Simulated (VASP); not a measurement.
Output of a VASP run:

### OUTCAR
```
 ion  position               nearest neighbor table
   1  0.000  0.000  0.000-   3 2.06   6 2.06   5 2.07   4 2.07   4 2.07   5 2.07   2 3.73   2 3.73
                             2 3.73   2 3.73   2 3.73   2 3.73   2 3.73   2 3.73
   2  0.500  0.500  0.500-   4 2.06   5 2.06   3 2.07   6 2.07   3 2.07   6 2.07   1 3.73   1 3.73
                             1 3.73   1 3.73   1 3.73   1 3.73   1 3.73   1 3.73
   3  0.306  0.306  0.000-   1 2.06   2 2.07   2 2.07
   4  0.806  0.194  0.500-   2 2.06   1 2.07   1 2.07
   5  0.194  0.806  0.500-   2 2.06   1 2.07   1 2.07
   6  0.694  0.694  0.000-   1 2.06   2 2.07   2 2.07
  LATTYP: Found a simple tetragonal cell.
 ALAT       =     4.7651591333
 C/A-ratio  =     0.6733127884
 Subroutine PRICEL returns:
 Original cell was already a primitive cell.
 Subroutine GETGRP returns: Found 16 space group operations
The static configuration has the point symmetry D_2h.
 The point group associated with its full space group is D_4h.
The dynamic configuration has the point symmetry D_2h.
 Subroutine INISYM returns: Found 16 space group operations
 Subroutine IBZKPT returns following result:
 Found     24 irreducible k-points:

 Following reciprocal coordinates:
            Coordinates               Weight
  0.000000  0.000000  0.000000      1.000000
  0.250000  0.000000  0.000000      4.000000
  0.500000  0.000000  0.000000      2.000000
  0.250000  0.250000  0.000000      4.000000
  0.500000  0.250000  0.000000      4.000000
  0.500000  0.500000  0.000000      1.000000
  0.000000  0.000000  0.166667      2.000000
  0.250000  0.000000  0.166667      8.000000
  0.500000  0.000000  0.166667      4.000000
  0.250000  0.250000  0.166667      8.000000
  0.500000  0.250000  0.166667      8.000000
  0.500000  0.500000  0.166667      2.000000
  0.000000  0.000000  0.333333      2.000000
  0.250000  0.000000  0.333333      8.000000
  0.500000  0.000000  0.333333      4.000000
  0.250000  0.250000  0.333333      8.000000
  0.500000  0.250000  0.333333      8.000000
  0.500000  0.500000  0.333333      2.000000
  0.000000  0.000000  0.500000      1.000000
  0.250000  0.000000  0.500000      4.000000
  0.500000  0.000000  0.500000      2.000000
  0.250000  0.250000  0.500000      4.000000
  0.500000  0.250000  0.500000      4.000000
  0.500000  0.500000  0.500000      1.000000
   k-points           NKPTS =     24   k-points in BZ     NKDIM =     24   number of bands    NBANDS=     31
   number of dos      NEDOS =    301   number of ions     NIONS =      6
   total plane-waves  NPLWV =  31104
   dimension x,y,z NGX =    36 NGY =   36 NGZ =   24
   dimension x,y,z NGXF=    72 NGYF=   72 NGZF=   48
   ions per type =               2   4
   PREC   = accura    normal or accurate (medium, high low for compatibility)
   ISTART =      0    job   : 0-new  1-cont  2-samecut
   ICHARG =      2    charge: 1-file 2-atom 10-const
   ISPIN  =      1    spin polarized calculation?
   LNONCOLLINEAR =      F non collinear calculations
   LSORBIT =      F    spin-orbit coupling
   INIWAV =      1    electr: 0-lowe 1-rand  2-diag
   ENCUT  =  520.0 eV  38.22 Ry    6.18 a.u.   8.86  8.86  5.97*2*pi/ulx,y,z
   NELM   =    100;   NELMIN=  2; NELMDL= -5     # of ELM steps
   EDIFF  = 0.1E-07   stopping-criterion for ELM
   LREAL  =      F    real-space projection
   NLSPLINE    = F    spline interpolate recip. space projectors
   LMAXMIX     =    4 max onsite mixed and CHGCAR
   VOSKOWN=      0    Vosko Wilk Nusair interpolation
   EDIFFG = -.1E-02   stopping-criterion for IOM
   NSW    =     30    number of steps for IOM
   NBLOCK =      1;   KBLOCK =     30    inner block; outer block
   IBRION =      1    ionic relax: 0-MD 1-quasi-New 2-CG
   NFREE  =      0    steps in history (QN), initial steepest desc. (CG)
   ISIF   =      2    stress and relaxation
   ISYM   =      2    0-nonsym 1-usesym 2-fastsym
   TEIN   =    0.0    initial temperature
   TEBEG  =    0.0;   TEEND  =   0.0 temperature during run
   SMASS  =  -3.00    Nose mass-parameter (am)
   PSTRESS=    0.0 pullay stress
   NELECT =      52.0000    total number of electrons
...
```

**OSZICAR**
```
       N       E                     dE             d eps       ncg     rms          rms(c)
DAV:   1     0.621056631148E+03    0.62106E+03   -0.26712E+04  1589   0.267E+03
DAV:   2    -0.173140824560E+01   -0.62279E+03   -0.60248E+03  1717   0.699E+02
DAV:   3    -0.983783596292E+02   -0.96647E+02   -0.95379E+02  1670   0.232E+02
DAV:   4    -0.103237907493E+03   -0.48595E+01   -0.48338E+01  1776   0.578E+01
DAV:   5    -0.103397296999E+03   -0.15939E+00   -0.15933E+00  1872   0.106E+01    0.157E+01
DAV:   6    -0.873581472234E+02    0.16039E+02   -0.16197E+01  2261   0.733E+01    0.684E+00
DAV:   7    -0.834967557390E+02    0.38614E+01   -0.25593E+00  2147   0.165E+01    0.326E+00
DAV:   8    -0.894102100705E+02   -0.59135E+01   -0.17088E+00  1757   0.121E+01    0.218E+00
DAV:   9    -0.846835305594E+02    0.47267E+01   -0.62304E-01  1566   0.695E+00    0.577E-01
DAV:  10    -0.846123870649E+02    0.71143E-01   -0.31839E-01  1834   0.431E+00    0.364E-01
DAV:  11    -0.846183763495E+02   -0.59893E-02   -0.24082E-02  1757   0.151E+00    0.279E-01
DAV:  12    -0.846172257934E+02    0.11506E-02   -0.67665E-03  2376   0.104E+00    0.887E-02
DAV:  13    -0.845977290154E+02    0.19497E-01   -0.66897E-03  1524   0.763E-01    0.427E-02
DAV:  14    -0.846301296121E+02   -0.32401E-01   -0.90709E-03  1732   0.969E-01    0.679E-02
DAV:  15    -0.846304565910E+02   -0.32698E-03   -0.39712E-04  1796   0.207E-01    0.517E-02
DAV:  16    -0.846305523079E+02   -0.95717E-04   -0.83289E-05  1792   0.893E-02    0.426E-02
DAV:  17    -0.846306572702E+02   -0.10496E-03   -0.33037E-05  1750   0.613E-02    0.113E-02
DAV:  18    -0.846306981324E+02   -0.40862E-04   -0.16405E-05  2020   0.522E-02    0.517E-03
DAV:  19    -0.846306917130E+02    0.64194E-05   -0.15853E-06  2323   0.165E-02    0.367E-03
DAV:  20    -0.846306989980E+02   -0.72850E-05   -0.26213E-06  1759   0.162E-02    0.190E-03
DAV:  21    -0.846306985775E+02    0.42052E-06   -0.27412E-07  2048   0.650E-03    0.132E-03
DAV:  22    -0.846307003576E+02   -0.17801E-05   -0.75059E-07  1593   0.887E-03    0.114E-03
DAV:  23    -0.846307004873E+02   -0.12971E-06   -0.16107E-07  1565   0.435E-03    0.477E-04
DAV:  24    -0.846307005181E+02   -0.30846E-07   -0.17844E-08  1383   0.155E-03    0.364E-04
DAV:  25    -0.846307005747E+02   -0.56635E-07   -0.70525E-09  1031   0.106E-03    0.201E-04
DAV:  26    -0.846307006108E+02   -0.36031E-07   -0.22108E-09   905   0.435E-04    0.844E-05
DAV:  27    -0.846307006176E+02   -0.67939E-08   -0.13050E-09   877   0.278E-04
   1 F= -.84630701E+02 E0= -.84630701E+02  d E =-.846307E+02
       N       E                     dE             d eps       ncg     rms          rms(c)
DAV:   1    -0.846307005926E+02    0.18193E-07   -0.49787E-04  1648   0.133E-01    0.555E-03
DAV:   2    -0.846307013829E+02   -0.79034E-06   -0.15350E-05  1775   0.266E-02    0.208E-03
DAV:   3    -0.846307013407E+02    0.42197E-07   -0.29127E-07  1672   0.540E-03    0.131E-03
DAV:   4    -0.846307010901E+02    0.25064E-06   -0.37543E-07  1577   0.531E-03    0.314E-04
DAV:   5    -0.846307012932E+02   -0.20315E-06   -0.28668E-07  1523   0.548E-03    0.198E-04
DAV:   6    -0.846307013669E+02   -0.73683E-07   -0.58501E-08  1359   0.208E-03    0.140E-04
DAV:   7    -0.846307013670E+02   -0.61846E-10   -0.20353E-09  1073   0.445E-04
   2 F= -.84630701E+02 E0= -.84630701E+02  d E =-.749414E-06
```

### OUTCAR
```
------------------------ aborting loop because EDIFF is reached ----------------------------------------
  FORCE on cell =-STRESS in cart. coord.  units (eV):
  Direction    XX          YY          ZZ          XY          YZ          ZX
  --------------------------------------------------------------------------------------
  Total        0.0260050      0.0260050     -0.0211452      0.0000000      0.0000000      0.0000000
  in kB        0.5718972      0.5718972     -0.4650214      0.0000000      0.0000000      0.0000000
  external PRESSURE =       0.2262577 kB  Pullay stress =       0.0000000 kB
  volume of cell :       72.85
      direct lattice vectors                 reciprocal lattice vectors
     4.765159133  0.000000000  0.000000000     0.209856580  0.000000000  0.000000000
     0.000000000  4.765159133  0.000000000     0.000000000  0.209856580  0.000000000
     0.000000000  0.000000000  3.208442583     0.000000000  0.000000000  0.311677698
 POSITION                                       TOTAL-FORCE (eV/Angst)
 -----------------------------------------------------------------------------------
      0.00000      0.00000      0.00000        -0.000000      0.000000      0.000000
      2.38258      2.38258      1.60422        -0.000000      0.000000      0.000000
      1.45752      1.45752      0.00000        -0.000231     -0.000231     -0.000000
      3.84010      0.92506      1.60422        -0.000231      0.000231      0.000000
      0.92506      3.84010      1.60422         0.000231     -0.000231     -0.000000
      3.30764      3.30764      0.00000         0.000231      0.000231      0.000000
 -----------------------------------------------------------------------------------
    total drift:                                0.000000      0.000000      0.000000
  FREE ENERGIE OF THE ION-ELECTRON SYSTEM (eV)
  ---------------------------------------------------
  free  energy   TOTEN  =       -84.6307013670 eV

  energy  without entropy=      -84.6307013670  energy(sigma->0) =      -84.63070137

 reached required accuracy - stopping structural energy minimisation
```
(Selected blocks of OUTCAR.)

POSCAR:
```
SnO2
1
    4.7651591333     0.0000000000     0.0000000000
   -0.0000000000     4.7651591333     0.0000000000
    0.0000000000     0.0000000000     3.2084425830
Sn O
2 4
Direct
  1.0000000000   1.0000000000   0.0000000000
  0.5000000000   0.5000000000   0.5000000000
  0.3058475949   0.3058475949   0.0000000000
  0.8058475949   0.1941524051   0.5000000000
  0.1941524051   0.8058475949   0.5000000000
  0.6941524051   0.6941524051   0.0000000000
```

Question: Write an INCAR and KPOINTS that could have produced this output.

Answer: One answer among several that fit: the input of the run itself, r2SCAN meta-GGA, plane waves, VASP's PBE PAW potentials (set 64).

### INCAR
```
SYSTEM = SnO2
PREC = Accurate; ENCUT = 520; LREAL = F
LASPH = T
EDIFF = 1E-8; NELM = 100; ALGO = Normal
LMAXMIX = 4; LMIXTAU = T
ISMEAR = 0; SIGMA = 0.05
METAGGA = R2SCAN
IBRION = 1; NSW = 30; ISIF = 2
EDIFFG = -0.001
LWAVE = F; LCHARG = F
```

KPOINTS:
```
Automatic mesh
0
Gamma
4 4 6
0 0 0
```

POTCAR, in this order: Sn_d O (PBE.64 set). Program: vasp_std.

The compound is SnO2 in the rutile structure. This run relaxes the ions in a fixed cell. Symmetry was kept, so distortions that lower it aren't found. The start is the result of an earlier pass.
